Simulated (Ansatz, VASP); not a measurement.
# Be (Beryllium) in two plane-wave programs, part 2 of 2

Wanted: the spread between two codes on one cell, functional and k mesh. The cell is taken from a series of runs on this material, whose earlier steps may have relaxed, scaled, displaced or heated it; both programs get it as it stands.

VASP 6.6.1 and Ansatz 0.2.0.

So far: The starting structure; VASP: zone-centre phonons, LDA.

## (3) Ansatz: zone-centre phonons, LDA

Level of this step: Ansatz beside VASP: Kohn-Sham DFT, plane waves, LDA (Ansatz).

Ansatz runs on its PAW soft_1 files.

The same cell, functional (in two slightly different forms), mesh and smearing now go to Ansatz, which takes its cutoff from its data sets.

File input.yaml:

```yaml
crystal:
  lattice:
    - [2.2278249395, 0.0, 0.0]
    - [-1.1139124697, 1.9293529928, 0.0]
    - [0.0, 0.0, 3.5113866065]
  atoms:
    - { symbol: Be, position: [0.3333333333, 0.6666666667, 0.25] }
    - { symbol: Be, position: [0.6666666667, 0.3333333333, 0.75] }
kpoints:
  mp_grid: { grid: [24, 24, 12] }
hamiltonian:
  xc: lda
  pseudopotentials: { kind: paw, azcp: { folder: soft_1 }, xc_functional: pbe }
scf:
  occupations: { method: methfessel_paxton, width: 0.2 }
output:
  eigenvalues: true
phonons:
  method: dfpt
  qmesh: [6, 6, 4]
  temperatures: { t_max: 1000, t_step: 50 }
  qpath:
    path:
      - [[0.0, 0.0, 0.0], [0.5, 0.0, 0.0], [0.33333333, 0.33333333, 0.0], [0.0, 0.0, 0.0], [0.0, 0.0, 0.5], [0.5, 0.0, 0.5], [0.33333333, 0.33333333, 0.5], [0.0, 0.0, 0.5]]
      - [[0.5, 0.0, 0.5], [0.5, 0.0, 0.0]]
      - [[0.33333333, 0.33333333, 0.5], [0.33333333, 0.33333333, 0.0]]
    npoints: 10
```

On the command line:

```bash
ansatz run input.yaml --threads 4 --pin off --max-ram 10240MiB --backend cpu --events-out ev --progress --plain --runs-dir out
```

Numbers of over 12 decimals in the logs are rounded to 6 here.

The log of the run:

```text
Engine: ansatz 0.2.0, aarch64-unknown-linux-gnu
Pseudopotentials: kind: paw
Pseudopotential: Be, paw, valence charge 2, recommended cutoff 420 eV (normal), soft_1/Be.paw.azcp
Functional definition: SPW92
  exchange = slater_x
  correlation = pw_c
Crystal: 2 atoms, lattice volume = 15.093 Å³
Basis set: ecut = 420 eV, 299 PW (Γ), exchange–correlation on 30×30×48 points (8 copies of the dense FFT grid, shifted against one another)
Bands: 6, of which v1, the nominal top of the filled ones, is band 2 counted from 1 (1 counted from 0)
Symmetry: 24 space group operations
k-points: 427 of 6912
Non-local potential: Be, projectors of the file, l = 0: 2, l = 1: 2, l = 2: 1
PAW form: soft (Blöchl's): semilocal exchange-correlation on the pseudo side does not see the compensation charge
PAW frozen core: Be, regenerated for the run's functional, and the local potential with it (the file was generated under x = pbe(κ = 0.804, μ = 0.219515), c = pbe(β = 0.066725))
PAW one-centre angular grid: Be, 110 points (default); XC on 64 Gauss nodes
Initial density: superposition of atomic densities (chi_scale 0.1, normalization cell)
Initial wavefunctions: pseudopotential atomic-orbital guess
Functional: x = slater, c = lda
SCF iter   1: F=—  HF=-176.467323 eV  |F-HF|=—  |Δ(HF+E_count)|=         —  Δρ=1.54e-2  dr2=2.59e-2  ethr=3.10e-3  ⟨swp⟩=4.7  Hψ=21086  notcnv=0
preconditioner: auto → none  [metal: Δε(μ)=0.025 eV  Ē_g=13.227 eV  σ=0.200 eV  W_gap=0.11  n_scr=2 (ndim 8)  ℏωp=19.1 eV  f_vac=0.000  D(μ)=0.21/eV (n_scr^D=0)  sad-step TF]
SCF iter   2: F=—  HF=-176.468345 eV  |F-HF|=—  |Δ(HF+E_count)|=   1.02e-3  S|Δr|=    0.00e0  Δρ=9.43e-3  dr2=1.00e-2  ethr=6.47e-4  ⟨swp⟩=1.0  Hψ=5978  notcnv=0
SCF iter   3: F=—  HF=-176.467716 eV  |F-HF|=—  |Δ(HF+E_count)|=   6.28e-4  S|Δr|=    0.00e0  Δρ=4.88e-4  dr2=2.93e-5  ethr=2.50e-4  ⟨swp⟩=1.0  Hψ=2562  notcnv=0
SCF iter   4: F=—  HF=-176.467709 eV  |F-HF|=—  |Δ(HF+E_count)|=   6.79e-6  S|Δr|=    0.00e0  Δρ=2.22e-5  dr2=5.38e-8  ethr=7.31e-7  ⟨swp⟩=1.0  Hψ=2562  notcnv=0
SCF iter   5: F=—  HF=-176.467710 eV  |F-HF|=—  |Δ(HF+E_count)|=   1.57e-7  S|Δr|=    0.00e0  Δρ=2.58e-6  dr2=5.30e-10  ethr=1.35e-9  ⟨swp⟩=2.3  Hψ=3359  notcnv=0
SCF iter   6: F=-176.467710 eV  HF=-176.467710 eV  |F-HF|=6.82e-13  |Δ(HF+E_count)|=  4.92e-11  S|Δr|=    0.00e0  Δρ=2.13e-7  dr2=4.88e-12  ethr=1.00e-12  ⟨swp⟩=4.7  Hψ=6909  notcnv=0
the search or the solves at the SCF's close seem to have found levels that the self-consistency loop had missed (the run counts 1). By its estimate they hold under 1e-12 electrons; where the run keeps them, the occupations were computed again with them
SCF 1 converged in 6 iterations: F = -176.467710 eV  dr2 = 4.88e-12
  greatest PAW one-centre occupation: 0.364 electrons in one spin orbital (limit 2), on the Be atom at site 1 (counted from 0), in its partial waves of l = 0
NSCF: frozen V_eff on 427 k-points
NSCF: frozen V_eff on 1099 k-points
DFPT response loops at q = (0, 0, 0) (fractional): preconditioner auto → Kerker (q_TF=auto, 2.187 Å⁻¹) (partly filled bands, converged f_vac=0.000); β = 1.00, the filter's whole step (`scf.mixing.beta` (0.50) is not read by the response loops under this deck's `scf.mixing.preconditioner`; to damp them name `kerker` or `kerker_dos`, under which they read `scf.mixing.beta`, and type it under 1.00, their step now; both keys bind the ground state too); Broyden in place of MSR1
NSCF: frozen V_eff on 3768 k-points
DFPT response loops at q = (0, 0, 0.25) (fractional): mixed as the last ones told, above
NSCF: frozen V_eff on 2198 k-points
DFPT response loops at q = (0, 0, -0.5) (fractional): mixed as the last ones told, above
NSCF: frozen V_eff on 4200 k-points
DFPT response loops at q = (0, 0.166667, 0) (fractional): mixed as the last ones told, above
NSCF: frozen V_eff on 7200 k-points
DFPT response loops at q = (0, 0.166667, 0.25) (fractional): mixed as the last ones told, above
NSCF: frozen V_eff on 4200 k-points
DFPT response loops at q = (0, 0.166667, -0.5) (fractional): mixed as the last ones told, above
NSCF: frozen V_eff on 4200 k-points
DFPT response loops at q = (0, 0.333333, 0) (fractional): mixed as the last ones told, above
NSCF: frozen V_eff on 7200 k-points
DFPT response loops at q = (0, 0.333333, 0.25) (fractional): mixed as the last ones told, above
NSCF: frozen V_eff on 4200 k-points
DFPT response loops at q = (0, 0.333333, -0.5) (fractional): mixed as the last ones told, above
NSCF: frozen V_eff on 2198 k-points
DFPT response loops at q = (0, -0.5, 0) (fractional): mixed as the last ones told, above
NSCF: frozen V_eff on 3768 k-points
DFPT response loops at q = (0, -0.5, 0.25) (fractional): mixed as the last ones told, above
NSCF: frozen V_eff on 2198 k-points
DFPT response loops at q = (0, -0.5, -0.5) (fractional): mixed as the last ones told, above
NSCF: frozen V_eff on 8064 k-points
DFPT response loops at q = (0.166667, 0.166667, 0) (fractional): mixed as the last ones told, above
NSCF: frozen V_eff on 13824 k-points
DFPT response loops at q = (0.166667, 0.166667, 0.25) (fractional): mixed as the last ones told, above
NSCF: frozen V_eff on 8064 k-points
DFPT response loops at q = (0.166667, 0.166667, -0.5) (fractional): mixed as the last ones told, above
NSCF: frozen V_eff on 8064 k-points
[...]
E_xc         = -41.053755
  E_vxc        = -42.316317  (∫ρ·V_xc dr)
  E_paw        = -109.225157  (= ΣΔE_a)
  E_vpaw       = -3.443685  (= ΣTr[D̂ρ^β])
  E_aug_tail   = -0.000001  (compensation charges beyond the density's cutoff)
  E_ewald      = -84.795623
  E_core_change = 0.060574  (= ΣΔE_core)
  E_smearing   = -0.000462  (= −TS)
  E_closure    = -0.000000  (closes the sum)
  Σ components = -176.467710   (vs F -176.467710, Δ=0.00e0)
--- Band table (eV; the first three rows and the last of 427) ---
  k-point 0: bands = ["-3.0929", "3.7435", "9.7323", "24.6946", "24.6946", "27.6184"]
  k-point 1: bands = ["-3.0328", "3.3995", "10.2204", "24.7504", "24.7504", "27.5970"]
  k-point 2: bands = ["-2.8524", "2.5963", "11.4548", "24.9152", "24.9152", "27.5235"]
  k-point 426: bands = ["7.1623", "7.1623", "8.7031", "8.7031", "15.1380", "15.1380"]
--- Phonons (Γ-DFPT): 2 representative perturbations + reference (Σ response iterations 6) ---
  ASR residual: 2.870e-5 → 0.000e0 eV/Å²; symmetrization residual: 1.568e-11 eV/Å²
  ASR residual per site (eV/Å²): 2.87e-5 2.87e-5
  Γ frequencies (cm⁻¹): 0.00 0.00 0.00 478.27 478.27 715.09
--- Phonons (arbitrary-q DFPT): 21 irreducible q on the 6×6×4 mesh ---
  q = [0.0000, 0.0000, 0.0000] (star 1, of the zone-centre solve; hermiticity 1.85e-12, symmetrization 9.25e-13): -0.00 -0.00 -0.00 478.27 478.27 715.09
  q = [0.0000, 0.0000, 0.2500] (star 2, 2 solved perturbations in 2616 linear systems a pass and spin channel, the states on 1884 of 6912 k-point pairs; hermiticity 1.26e-10, symmetrization 6.64e-11): 209.84 209.84 297.03 459.07 459.07 657.05
  q = [0.0000, 0.0000, -0.5000] (star 1, 2 solved perturbations in 1526 linear systems a pass and spin channel, the states on 1099 of 6912 k-point pairs; hermiticity 1.21e-10, symmetrization 1.07e-10): 370.63 370.63 370.63 370.63 519.18 519.18
  q = [0.0000, 0.1667, 0.0000] (star 6, 3 solved perturbations on 2100 of 6912 k-point pairs; hermiticity 3.71e-9, symmetrization 3.46e-11): 225.51 232.27 325.01 507.36 523.36 698.27
  q = [0.0000, 0.1667, 0.2500] (star 12, 3 solved perturbations on 3600 of 6912 k-point pairs; hermiticity 4.27e-9, symmetrization 2.01e-11): 277.34 294.19 429.24 477.88 480.20 681.31
  q = [0.0000, 0.1667, -0.5000] (star 6, 3 solved perturbations on 2100 of 6912 k-point pairs; hermiticity 1.19e-8, symmetrization 4.41e-10): 373.06 373.06 387.80 387.80 601.76 601.76
  q = [0.0000, 0.3333, 0.0000] (star 6, 3 solved perturbations on 2100 of 6912 k-point pairs; hermiticity 4.23e-9, symmetrization 2.14e-10): 363.02 375.27 548.15 564.79 579.69 641.56
  q = [0.0000, 0.3333, 0.2500] (star 12, 3 solved perturbations on 3600 of 6912 k-point pairs; hermiticity 9.36e-9, symmetrization 4.92e-11): 392.04 445.41 532.53 542.12 569.15 678.82
  q = [0.0000, 0.3333, -0.5000] (star 6, 3 solved perturbations on 2100 of 6912 k-point pairs; hermiticity 1.29e-8, symmetrization 1.20e-9): 460.09 460.09 489.44 489.44 654.53 654.53
  q = [0.0000, -0.5000, 0.0000] (star 3, 3 solved perturbations on 1099 of 6912 k-point pairs; hermiticity 3.30e-9, symmetrization 1.60e-8): 419.26 441.93 599.30 600.58 619.72 627.35
  q = [0.0000, -0.5000, 0.2500] (star 6, 3 solved perturbations on 1884 of 6912 k-point pairs; hermiticity 2.29e-8, symmetrization 6.49e-9): 447.83 499.10 572.48 582.74 632.54 657.31
  q = [0.0000, -0.5000, -0.5000] (star 3, 3 solved perturbations on 1099 of 6912 k-point pairs; hermiticity 2.46e-8, symmetrization 9.10e-9): 511.78 511.78 535.77 535.77 674.41 674.41
  q = [0.1667, 0.1667, 0.0000] (star 6, 2 solved perturbations in 6132 linear systems a pass and spin channel, the states on 4032 of 6912 k-point pairs; hermiticity 2.06e-9, symmetrization 2.86e-12): 320.68 339.75 475.93 567.38 589.69 659.92
  q = [0.1667, 0.1667, 0.2500] (star 12, 2 solved perturbations in 10512 linear systems a pass and spin channel, the states on 6912 of 6912 k-point pairs; hermiticity 5.66e-9, symmetrization 2.07e-12): 367.40 402.83 509.88 521.70 562.55 692.46
  q = [0.1667, 0.1667, -0.5000] (star 6, 2 solved perturbations in 6132 linear systems a pass and spin channel, the states on 4032 of 6912 k-point pairs; hermiticity 1.05e-8, symmetrization 8.94e-10): 420.74 420.74 492.92 492.92 644.59 644.59
  q = [0.1667, 0.3333, 0.0000] (star 12, 3 solved perturbations on 4032 of 6912 k-point pairs; hermiticity 7.64e-9, symmetrization 1.26e-15): 433.81 440.24 533.54 598.65 614.81 648.52
  q = [0.1667, 0.3333, 0.2500] (star 24, 3 solved perturbations on 6912 of 6912 k-point pairs: no pair is spared here; hermiticity 5.40e-9, symmetrization 2.98e-16): 442.10 480.00 548.01 593.09 635.56 669.41
  q = [0.1667, 0.3333, -0.5000] (star 12, 3 solved perturbations on 4032 of 6912 k-point pairs; hermiticity 5.77e-9, symmetrization 1.21e-11): 455.54 455.54 578.20 578.20 674.98 674.98
  q = [0.3333, 0.3333, 0.0000] (star 2, 2 solved perturbations in 2863 linear systems a pass and spin channel, the states on 2100 of 6912 k-point pairs; hermiticity 4.85e-9, symmetrization 3.98e-9): 516.87 516.87 522.65 522.65 565.36 670.50
  q = [0.3333, 0.3333, 0.2500] (star 4, 2 solved perturbations in 4908 linear systems a pass and spin channel, the states on 3600 of 6912 k-point pairs; hermiticity 4.04e-9, symmetrization 2.45e-9): 464.82 464.82 573.31 617.18 617.18 645.72
  q = [0.3333, 0.3333, -0.5000] (star 2, 2 solved perturbations in 2863 linear systems a pass and spin channel, the states on 2100 of 6912 k-point pairs; hermiticity 9.86e-10, symmetrization 5.52e-10): 440.33 440.33 611.94 611.94 670.28 670.28
  sum rule: each row above includes the acoustic sum rule's correction from the zone centre's row sums; it moved no ω² by more than (0.93 cm⁻¹)²
  mesh force constants: q→R imaginary residual 3.84e-19; ASR residual 2.870e-5 → 0.000e0 eV/Å²; symmetrization residual 1.066e-14 eV/Å²
  interpolated dispersion: 93 rows × 6 modes
  density of states and harmonic sums: on the 36×36×20 q-mesh, interpolated from the force constants of a 6×6×4 supercell (no non-analytic term)
  largest difference from the sums on the solved wave vectors: F 3.81e-3 eV, S 5.60e-6 and C_V 1.79e-6 eV/K
  zero-point energy: 0.193524 eV/cell   skipped modes (ω ≤ 0): 3   left out of the sums: 1.93e-5 of the cell's modes: C_V's classical limit lies that fraction below 3 k_B per atom; for a crystal, a wire or a layer, F and S can be off by more, and a phonons.interpolated_qmesh denser along its periods is the remedy for the sampling
[key lines of the parts left out:]
SCF converged after 6 iterations
Free energy (F): -176.467710 eV
Fermi energy:    8.326947 eV
```

The column dr2 measures how far the density is from self-consistency, as an energy; F and HF (Harris–Foulkes) agree once it is small.

## (4) Comparison

Known differences besides the potentials themselves: VASP's run holds the zone centre alone; the cutoff is 420 eV in Ansatz and 600 eV in VASP; VASP's log shows a relativistic correction to its local exchange, Ansatz's none. Total energies have different zeros and are not compared.

Both answers:

```
                  quantity  Ansatz   VASP  difference
optical mode 1 to 2 (cm⁻¹)   478.3  478.5     -0.04 %
     optical mode 3 (cm⁻¹)   715.1  717.9     -0.40 %
```

Modes are paired by rising frequency, not by their patterns, so a pair may set unlike modes beside each other; they are those without the splitting of longitudinal modes.

## (5) Results

| Property | Result |
| --- | --- |
| r.m.s. difference of the optical zone-centre modes, each program's sorted by frequency (zone-centre phonons, LDA) | 1.7 cm⁻¹ |

In words: The r.m.s. difference of the optical zone-centre modes, each program's sorted by frequency is 1.7 cm⁻¹ (zone-centre phonons, LDA). Such differences can come from data sets, numerical settings and the points named under the comparisons, not from the functional's error against experiment.

[Lines on the potential files, build, host, timing and source positions are cut from VASP's logs without a mark.]

[Logs are printed without paths, hosts, clocks, repeated set-up lines and the standing remarks that a program may print on its own settings, such as how far it seeks lower states.]

[Hosts, paths, dates, database ids (printed as entryN), source tags and the programs' standing remarks are cut or masked in the printed files.]
